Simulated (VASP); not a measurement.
Given:

```xyz
2
Lattice="0.0000 3.1829 3.1829 3.1829 0.0000 3.1829 3.1829 3.1829 0.0000" Properties=species:S:1:pos:R:3 pbc="T T T"
Cd     0.0000     0.0000     0.0000
Te     1.5915     1.5915     1.5915
```

Method: PBEsol GGA, VASP's PBE PAW potentials (set 64) (plane waves; VASP). Settings: 520 eV cut-off, 7×7×7 Γ-centred mesh, Gaussian smearing of 0.050 eV, potentials Cd Te.

Unless said otherwise, spin-orbit coupling is left out, though it shifts the bands of the heavy elements here.

Q: Predict the energy per atom (σ→0), pressure, band gap (on the k-mesh) with the smallest direct gap where there is one.

A: 
```json
{
  "band gap (on the k-mesh)": "0.82 eV",
  "smallest direct gap (on the k-mesh)": "0.82 eV",
  "energy per atom (σ→0)": "-2.726 eV/atom",
  "pressure": "29.4 kbar"
}
```

Only differences to runs with the same potentials and settings are physical.

The compound is CdTe in the zinc blende structure. This cell is one point of a volume scan, at 0.94 of the reference volume.
